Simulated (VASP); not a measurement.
Here is the system:

```xyz
2
Lattice="2.9172 0.0000 0.0000 0.0000 2.9172 0.0000 0.0000 0.0000 2.9172" Properties=species:S:1:pos:R:3 pbc="T T T"
Al     1.4586     1.4586     1.4586
Co     0.0000     0.0000     0.0000
```
Cell charge -0.02.

The numbers are results of PBE GGA, VASP's PBE PAW potentials (set 64) (plane waves; VASP), not measurements. Numerical set-up: NELECT = 12.02, 400 eV cut-off, 11×11×11 Γ-centred mesh, Gaussian smearing of 0.050 eV, potentials Al Co.

The cell is charged, with a uniform compensating background.

Task: Give the stress tensor in GPa (positive for a compressed cell).

Result: 
```
-9.17   0.00   0.00
 0.00  -9.17   0.00
 0.00   0.00  -9.17
```
The pressure is its mean diagonal, -9.17 GPa.

The compound is CoAl in the CsCl type structure. The cell was not relaxed at this level. The run is one of a series of settings (ISMEAR = 0, NELECT = 12.02, SIGMA = 0.05 against the base run), some of them coarse on purpose. The run is not spin-polarised, so no magnetic state was tried.
